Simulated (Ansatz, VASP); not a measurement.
# YMg6Si in VASP and in Ansatz

Contents of INCAR:

```
ALGO     = Normal         # electronic algorithm
EDIFF    = 1E-6           # SCF threshold, eV
ENCUT    = 550            # plane-wave cutoff, eV
GGA      = RP             # functional
ISIF     = 2              # what is computed and relaxed
ISMEAR   = 0              # smearing method
LASPH    = T              # aspherical terms in the spheres
LCHARG   = F              # write CHGCAR
LREAL    = F              # projectors in reciprocal space
LWAVE    = F              # write WAVECAR
NELM     = 100            # most SCF steps
PREC     = Accurate       # precision mode
SIGMA    = 0.1            # smearing width, eV
```

Contents of KPOINTS:

```
k-points
0
Gamma
  5 5 5
```

Contents of POSCAR:

```
YMg6Si
1.0
    5.0829700000      0.0000000000      0.0000000000
    0.0000000000      3.0313705000      5.8408860000
    0.0000000000     -3.0313705000      5.8408860000
Y Si Mg
1 1 6
Direct
    0.5000000000      0.1773320000      0.1773320000
    0.5000000000      0.6606560000      0.6606560000
    0.0000000000      0.8200270000      0.8200270000
    0.0000000000      0.3387210000      0.3387210000
    0.0000000000      0.3301270000      0.8239930000
    0.0000000000      0.8239930000      0.3301270000
    0.5000000000      0.1748240000      0.6743160000
    0.5000000000      0.6743160000      0.1748240000
```

input.yaml

```yaml
crystal:
  lattice:
    - [5.08297, 0.0, 0.0]
    - [0.0, 3.0313705, 5.840886]
    - [0.0, -3.0313705, 5.840886]
  atoms:
    - { symbol: "Y", position: [0.5, 0.177332, 0.177332] }
    - { symbol: Si, position: [0.5, 0.660656, 0.660656] }
    - { symbol: Mg, position: [0.0, 0.820027, 0.820027] }
    - { symbol: Mg, position: [0.0, 0.338721, 0.338721] }
    - { symbol: Mg, position: [0.0, 0.330127, 0.823993] }
    - { symbol: Mg, position: [0.0, 0.823993, 0.330127] }
    - { symbol: Mg, position: [0.5, 0.174824, 0.674316] }
    - { symbol: Mg, position: [0.5, 0.674316, 0.174824] }
hamiltonian:
  xc: rpbe
  pseudopotentials: { kind: paw }
kpoints:
  mp_grid: { grid: [5, 5, 5] }
scf:
  occupations: { method: gaussian, width: 0.1 }
output:
  forces: true
  stress: true
  eigenvalues: true
```

The cell comes from a database or a generator and needn't be the stable form of this composition.

Alike in both runs: task single point; functional RPBE; k mesh 5 × 5 × 5; occupations gaussian, width 0.1 eV; no spin polarisation.

|  | VASP | Ansatz |
| --- | --- | --- |
| version | VASP 6.6.1 | Ansatz 0.2.0 |
| potentials or method | VASP PAW PBE potentials, release 64 (Y_sv_GW, Si_GW, Mg_GW) | Ansatz PAW |
| plane-wave cutoff (eV) | 550 | 420 |
| valence electrons in the cell | 27 | 75 |

```csv
,VASP,Ansatz,Ansatz less VASP
gap on the k mesh at the Fermi level (eV),none,none,-
pressure (GPa),1.2,1.4,+0.23
largest component of the traceless stress (GPa),0.72,0.72,-0.003
rms of the force components (eV/Å),0.029,0.029,+0.0001
```

Atom by atom the forces differ by 0.003 eV/Å (rms over components). A gap of «none» marks a metal or a gap that the smearing closes. With one functional, cell and mesh, what is left measures potentials, basis and numerics. The two sets of potentials don't hold the same shells in valence.

Caveats: the PAW data sets were made with another functional, which shifts forces and pressure a little (VASP); the PAW data sets come from PBE, with cores solved anew for the run's functional, which leaves a small shift of forces and pressure (Ansatz).
